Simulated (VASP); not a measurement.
# Sb2Te4O (C2/m) in VASP: single point with r2SCAN

Aim: the single point of Sb2Te4O with r2SCAN.

All numbers are computed with VASP 6.6.1; they aren't measurements. Logs are shortened: lines on timing, memory, paths and dates and some standing lists are left out, and cuts for length are marked.

## 1. Starting point

The structure is monoclinic, space group C2/m (No. 12). Conventional cell: a = 6.568 Å, b = 6.414 Å, c = 9.610 Å, α = 90.00°, β = 108.61°, γ = 90.00°. Sb (site symmetry m) has 6 Te at 2.93 to 3.34 Å as nearest neighbours. Te (site symmetry -1) has 2 O at 2.30 Å as nearest neighbours. Te (site symmetry m) has 4 Sb at 2.93 to 3.34 Å as nearest neighbours. O (site symmetry 2/m) is surrounded by 4 Te at 2.30 Å.

The cell was built by a generator and needn't be a form met in nature.

## 2. Single point, r2SCAN

Contents of INCAR:

```
ALGO = Normal
EDIFF = 1E-6
ENCUT = 520
ISIF = 2
ISMEAR = 0
KPAR = 4
LASPH = True
LCHARG = False
LMIXTAU = True
LREAL = False
LWAVE = False
METAGGA = R2SCAN
NBANDS = 29
NELM = 150
PREC = Accurate
SIGMA = 0.1
```

Contents of KPOINTS:

```
k-points
0
Gamma
  8 8 4
```

Contents of POSCAR:

```
Sb2Te4O
1.0
    3.2839990000     -3.2071500000      0.0000000000
    3.2839990000      3.2071500000      0.0000000000
   -3.0665560000      0.0000000000      9.1075530000
Sb Te O
2 4 1
Direct
    0.5623310000      0.5623310000      0.2897770000
    0.4376690000      0.4376690000      0.7102230000
    0.5000000000      0.0000000000      0.0000000000
    0.8249670000      0.8249670000      0.6218080000
    0.0000000000      0.5000000000      0.0000000000
    0.1750330000      0.1750330000      0.3781920000
    0.0000000000      0.0000000000      0.0000000000
```

Potentials or basis: VASP PAW PBE potentials, release 64 (Sb, Te, O).

Started as:

```
cat potpaw_PBE.64/Sb/POTCAR potpaw_PBE.64/Te/POTCAR potpaw_PBE.64/O/POTCAR > POTCAR
mpirun -np 4 vasp_std > vasp.out
```

OUTCAR:

```text
EDIFF = 1E-6
   ENCUT = 520
   ISIF = 2
   ISMEAR = 0
   LASPH = True
   LREAL = False
   METAGGA = R2SCAN
   NELM = 150
   PREC = Accurate

 ion  position               nearest neighbor table
   1  0.562  0.562  0.290-   6 2.93   4 3.11   3 3.30   5 3.30   6 3.34   6 3.34
   2  0.438  0.438  0.710-   4 2.93   6 3.11   5 3.30   3 3.30   4 3.34   4 3.34
   3  0.500  0.000  0.000-   7 2.30   7 2.30   5 3.21   5 3.21   5 3.28   5 3.28   1 3.30   2 3.30

   4  0.825  0.825  0.622-   2 2.93   1 3.11   2 3.34   2 3.34
   5  0.000  0.500  0.000-   7 2.30   7 2.30   3 3.21   3 3.21   3 3.28   3 3.28   1 3.30   2 3.30

   6  0.175  0.175  0.378-   1 2.93   2 3.11   1 3.34   1 3.34
   7  0.000  0.000  0.000-   3 2.30   5 2.30   5 2.30   3 2.30

  LATTYP: Found a base centered monoclinic cell.
 ALAT       =     6.5679980000
 B/A-ratio  =     0.9765989576
 C/A-ratio  =     1.4631486974
 COS(beta)  =    -0.3191019243

  Lattice vectors:

 A1 = (   3.2839990000,  -3.2071500000,   0.0000000000)
 A2 = (   3.2839990000,   3.2071500000,   0.0000000000)
 A3 = (  -3.0665560000,   0.0000000000,   9.1075530000)

Analysis of symmetry for initial positions (statically):
=====================================================================
 Subroutine PRICEL returns:
 Original cell was already a primitive cell.

 Routine SETGRP: Setting up the symmetry group for a
 base centered monoclinic supercell.

 Subroutine GETGRP returns: Found  4 space group operations
 (whereof  4 operations were pure point group operations)
 out of a pool of  4 trial point group operations.

The static configuration has the point symmetry C_2h.

Analysis of symmetry for dynamics (positions and initial velocities):
=====================================================================
 Subroutine PRICEL returns:
 Original cell was already a primitive cell.

 Routine SETGRP: Setting up the symmetry group for a
 base centered monoclinic supercell.

 Subroutine GETGRP returns: Found  4 space group operations
 (whereof  4 operations were pure point group operations)
 out of a pool of  4 trial point group operations.

The dynamic configuration has the point symmetry C_2h.

 Subroutine INISYM returns: Found  4 space group operations
 (whereof  4 operations are pure point group operations),
 and found     1 'primitive' translations

----------------------------------------------------------------------------------------

                                     Primitive cell

  volume of cell :     191.8465

  direct lattice vectors                    reciprocal lattice vectors
     3.283999000 -3.207150000  0.000000000     0.152253396 -0.155901657  0.051264436
     3.283999000  3.207150000  0.000000000     0.152253396  0.155901657  0.051264436
    -3.066556000  0.000000000  9.107553000     0.000000000  0.000000000  0.109798977

  length of vectors
     4.590257134  4.590257134  9.609957718     0.223862604  0.223862604  0.109798977

  position of ions in fractional coordinates (direct lattice)
     0.562331000  0.562331000  0.289777000
     0.437669000  0.437669000  0.710223000
     0.500000000  0.000000000  0.000000000
     0.824967000  0.824967000  0.621808000
     0.000000000  0.500000000  0.000000000
     0.175033000  0.175033000  0.378192000
     0.000000000  0.000000000  0.000000000

  ion indices of the primitive-cell ions
   primitive index   ion index
                 1           1
                 2           2
                 3           3
                 4           4
                 5           5
                 6           6
                 7           7

----------------------------------------------------------------------------------------

 KPOINTS: k-points

Automatic generation of k-mesh.
 Grid dimensions read from file:
 generate k-points for:    8    8    4

 Generating k-lattice:

  Cartesian coordinates                     Fractional coordinates (reciprocal lattice)
     0.019031674 -0.019487707  0.006408054     0.125000000  0.000000000  0.000000000
     0.019031674  0.019487707  0.006408054     0.000000000  0.125000000  0.000000000
     0.000000000  0.000000000  0.027449744     0.000000000  0.000000000  0.250000000

  Length of vectors
     0.027982826  0.027982826  0.027449744

  Shift w.r.t. Gamma in fractional coordinates (k-lattice)
     0.000000000  0.000000000  0.000000000

 Subroutine IBZKPT returns following result:
 ===========================================

 Found     78 irreducible k-points:

 Following reciprocal coordinates:
            Coordinates               Weight
  0.000000  0.000000  0.000000      1.000000
  0.125000  0.000000 -0.000000      4.000000
  0.250000  0.000000 -0.000000      4.000000
  0.375000  0.000000 -0.000000      4.000000
  0.500000  0.000000 -0.000000      2.000000
  0.125000  0.125000  0.000000      2.000000
[... 16 lines left out ...]
  0.125000  0.000000  0.250000      4.000000
  0.250000  0.000000  0.250000      4.000000
 [... further k-points ...]
   k-points           NKPTS =     78   k-points in BZ     NKDIM =     78   number of bands    NBANDS=     29
   number of dos      NEDOS =    301   number of ions     NIONS =      7
   total plane-waves  NPLWV =  93312
   dimension x,y,z NGX =    36 NGY =   36 NGZ =   72
   dimension x,y,z NGXF=    72 NGYF=   72 NGZF=  144
   ions per type =               2   4   1
   NGX,Y,Z   is equivalent  to a cutoff of  13.04, 13.04, 12.46 a.u.
   NGXF,Y,Z  is equivalent  to a cutoff of  26.08, 26.08, 24.91 a.u.
 SYSTEM =  unknown system
   PREC   = accura    normal or accurate (medium, high low for compatibility)
   ISTART =      0    job   : 0-new  1-cont  2-samecut
   ICHARG =      2    charge: 1-file 2-atom 10-const
   ISPIN  =      1    spin polarized calculation?
   LNONCOLLINEAR =      F non collinear calculations
   LSORBIT =      F    spin-orbit coupling
   LASPH  =      T    aspherical Exc in radial PAW
   ENCUT  =  520.0 eV  38.22 Ry    6.18 a.u.   8.53  8.53 17.87*2*pi/ulx,y,z
   NELM   =    150;   NELMIN=  2; NELMDL= -5     # of ELM steps
   EDIFF  = 0.1E-05   stopping-criterion for ELM
   LREAL  =      F    real-space projection
   EDIFFG = 0.1E-04   stopping-criterion for IOM
   NSW    =      0    number of steps for IOM
   IBRION =     -1    ionic relax: 0-MD 1-quasi-New 2-CG
   NFREE  =      0    steps in history (QN), initial steepest desc. (CG)
   ISIF   =      2    stress and relaxation
   ISYM   =      2    0-nonsym 1-usesym 2-fastsym
   POTIM  = 0.5000    time-step for ionic-motion
   TEBEG  =    0.0;   TEEND  =   0.0 temperature during run
   PSTRESS=    0.0 pullay stress
   NELECT =      40.0000    total number of electrons
   NUPDOWN=      -1.0000    fix difference up-down
   EMIN   =  10.00;   EMAX   =-10.00  energy-range for DOS
   EFERMI =   0.00;   METHOD = LEGACY
   ISMEAR =     0;   SIGMA  =   0.10  broadening in eV -4-tet -1-fermi 0-gaus
   EFERMI_NEDOS =   21; number of points for ismear=-14 and -15
   IALGO  =     38    algorithm
   IMIX   =      4    mixing-type and parameters
     AMIX     =   0.40;   BMIX     =  1.00
     AMIX_MAG =   1.60;   BMIX_MAG =  1.00
  volume/ion in A,a.u.               =      27.41       184.95
  Fermi-wavevector in a.u.,A,eV,Ry     =   0.970756  1.834463 12.821689  0.942368
  Thomas-Fermi vector in A             =   2.100917
   LORBIT       =      0    0 simple, 1 ext, 2 COOP (PROOUT), +10 PAW based schemes
   METAGGA = R2SCAN    functional components
   LHFCALC =     F    Hartree Fock is set to
   AEXX    =    0.0000 exact exchange contribution
   IVDW    =     0    specifies the selected vdW correction
   LEPSILON=     F    determine dielectric tensor
   LRPA    =     F    only Hartree local field effects (RPA)
 non-spin polarized calculation
 Gauss-broadening in eV      SIGMA  =   0.10
  energy-cutoff  :      520.00
  volume of cell :      191.85
 maximum number of plane-waves:      5198
 NGX is ok and might be reduce to    36
   NGX = 17   NGY = 17   NGZ = 35

 number of electron      40.0000000 magnetization

 Free energy of the ion-electron system (eV)
  ---------------------------------------------------
  ext. energy  EPLUGINS =         0.00000000
  ---------------------------------------------------
  free energy    TOTEN  =      -159.00335211 eV

  energy without entropy =     -158.98660885  energy(sigma->0) =     -158.99498048

 E-fermi :   6.9019     XC(G=0): -10.0872

 val. band max:        6.8881093529   @ k =   0.2500   0.2500   0.2500
 cond. band min:       6.9072174600   @ k =   0.5000   0.2500  -0.0000
 fundamental gap:      0.0191081071
 Fermi energy:         6.9019171525

 k-point     1 :       0.0000    0.0000    0.0000
  band No.  band energies     occupation
      1     -13.6163      2.00000
      2      -6.5439      2.00000
      3      -5.0636      2.00000
      4      -4.9510      2.00000
      5      -3.0321      2.00000
      6      -2.3912      2.00000
[... 21 lines left out ...]
     28      11.4938      0.00000
     29      11.8695      0.00000

 k-point     2 :       0.1250    0.0000   -0.0000
  band No.  band energies     occupation
      1     -13.5997      2.00000
      2      -6.4679      2.00000
      3      -5.0969      2.00000
      4      -4.9401      2.00000
      5      -3.4149      2.00000
      6      -2.5288      2.00000
[... 21 lines left out ...]
     28      11.3166      0.00000
     29      11.5710      0.00000

 k-point     3 :       0.2500    0.0000   -0.0000
  band No.  band energies     occupation
      1     -13.5587      2.00000
      2      -6.2658      2.00000
      3      -5.3065      2.00000
      4      -4.8543      2.00000
      5      -3.8189      2.00000
      6      -2.8848      2.00000
[... 21 lines left out ...]
     28      11.0443      0.00000
     29      11.3388      0.00000

 k-point     4 :       0.3750    0.0000   -0.0000
  band No.  band energies     occupation
      1     -13.5164      2.00000
      2      -6.0840      2.00000
      3      -5.4478      2.00000
      4      -4.8445      2.00000
      5      -3.9943      2.00000
      6      -3.1390      2.00000
[... 21 lines left out ...]
     28      10.7966      0.00000
     29      12.4156      0.00000

 k-point     5 :       0.5000    0.0000   -0.0000
  band No.  band energies     occupation
      1     -13.4984      2.00000
      2      -6.0780      2.00000
      3      -5.3121      2.00000
      4      -4.9792      2.00000
      5      -4.0594      2.00000
      6      -3.1507      2.00000
[... 21 lines left out ...]
     28      10.7231      0.00000
     29      13.0049      0.00000
[... 510 lines left out ...]
     28      10.4592      0.00000
     29      13.7602      0.00000

 k-point    22 :       0.0000    0.0000    0.2500
  band No.  band energies     occupation
      1     -13.6162      2.00000
      2      -6.5053      2.00000
      3      -5.4389      2.00000
      4      -4.5635      2.00000
      5      -3.0321      2.00000
      6      -2.2470      2.00000
[... 21 lines left out ...]
     28      11.7990      0.00000
     29      11.9624      0.00000

 k-point    23 :       0.1250    0.0000    0.2500
  band No.  band energies     occupation
      1     -13.5996      2.00000
      2      -6.4123      2.00000
      3      -5.4973      2.00000
      4      -4.5565      2.00000
      5      -3.4076      2.00000
      6      -2.2923      2.00000
[... 21 lines left out ...]
     28      11.1958      0.00000
     29      11.4935      0.00000

 k-point    24 :       0.2500    0.0000    0.2500
  band No.  band energies     occupation
      1     -13.5587      2.00000
      2      -6.1741      2.00000
      3      -5.6046      2.00000
      4      -4.6785      2.00000
      5      -3.7802      2.00000
      6      -2.6230      2.00000
[... 21 lines left out ...]
     28      10.9955      0.00000
     29      11.4160      0.00000

 [... further k-points ...]
[... 5 lines left out ...]
  --------------------------------------------------------------------------------------
  -------------------------------------------------------------------------------------
  Total       -1.7218032     -0.8730225     -0.4946248      0.0000000      0.0000000     -0.1229312
  in kB      -14.3793777     -7.2909152     -4.1307837      0.0000000      0.0000000     -1.0266409
  external PRESSURE =      -8.6003589 kB  Pullay stress =       0.0000000 kB

 VOLUME and BASIS-vectors are now :
 -----------------------------------------------------------------------------
  energy-cutoff  :      520.00
  volume of cell :      191.85
      direct lattice vectors                 reciprocal lattice vectors
     3.283999000 -3.207150000  0.000000000     0.152253396 -0.155901657  0.051264436
     3.283999000  3.207150000  0.000000000     0.152253396  0.155901657  0.051264436
    -3.066556000  0.000000000  9.107553000     0.000000000  0.000000000  0.109798977

 POSITION                                       TOTAL-FORCE (eV/Angst)
 -----------------------------------------------------------------------------------
      2.80477      0.00000      2.63916        -0.188758     -0.000000      0.089839
      0.69667      0.00000      6.46839         0.188758     -0.000000     -0.089839
      1.64200     -1.60357      0.00000        -0.000000      0.000000      0.000000
      3.51157      0.00000      5.66315        -0.185705     -0.000000      0.020023
      1.64200      1.60357      0.00000        -0.000000     -0.000000      0.000000
     -0.01013      0.00000      3.44440         0.185705     -0.000000     -0.020023
      0.00000      0.00000      0.00000        -0.000000     -0.000000      0.000000
 -----------------------------------------------------------------------------------
    total drift:                               -0.000000      0.000000     -0.000000

  FREE ENERGIE OF THE ION-ELECTRON SYSTEM (eV)
  ---------------------------------------------------
  free  energy   TOTEN  =      -159.0033521069 eV

  energy  without entropy=     -158.9866088489  energy(sigma->0) =     -158.99498048
```

Wall time 5.4 min (4 MPI ranks of AMD EPYC 9R45 (Zen 5), shared host); peak memory 0.59 GiB.

What came out:

```yaml
Free_energy: -159.0034 eV
Pressure: -0.9 GPa
Largest_force: 0.209 eV/Å
Band_gap_on_the_k_mesh: none (metal or under the smearing width)
```

Forces on the atoms (eV/Å):
```
Sb  -0.189  0.000  0.090
Sb   0.189  0.000 -0.090
Te   0.000  0.000  0.000
Te  -0.186  0.000  0.020
Te   0.000  0.000  0.000
Te   0.186  0.000 -0.020
O    0.000  0.000  0.000
```

Stress tensor (GPa, compression positive):
```
-1.44  0.00 -0.10
 0.00 -0.73  0.00
-0.10  0.00 -0.41
```

Caveat: the PAW data sets were made with another functional, which shifts forces and pressure a little. The run has no spin-orbit coupling, so splittings on Sb, Te are missing.
